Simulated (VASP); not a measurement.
A run of VASP 6.6.1 is set up as follows.

The input INCAR:

```
PREC = Accurate
ENCUT = 520
EDIFF = 1E-7
ISMEAR = 0
SIGMA = 0.1
LREAL = False
LASPH = True
NELM = 100
ALGO = Normal
ISIF = 2
LWAVE = False
LCHARG = False
```

File KPOINTS:

```
regular mesh
0
Gamma
  18 18 18
```

POSCAR

```
W                                       
1.0
   -1.5865155293      1.5865155293      1.5865155293
    1.5865155293     -1.5865155293      1.5865155293
    1.5865155293      1.5865155293     -1.5865155293
  W             
     1
Direct
     0.0000000000000000    0.0000000000000000    0.0000000000000000
```

Potentials or basis: VASP PAW LDA potentials, release 64 (W_sv).

Launch:

```console
$ cat potpaw_LDA.64/W_sv/POTCAR > POTCAR
$ mpirun -np 1 vasp_std > vasp.out
```

(1) What does it give for the band gap on the k mesh?

(2) Estimate the pressure.

## Answers

(1) none (metal or under the smearing width).

(2) -9.4 GPa.
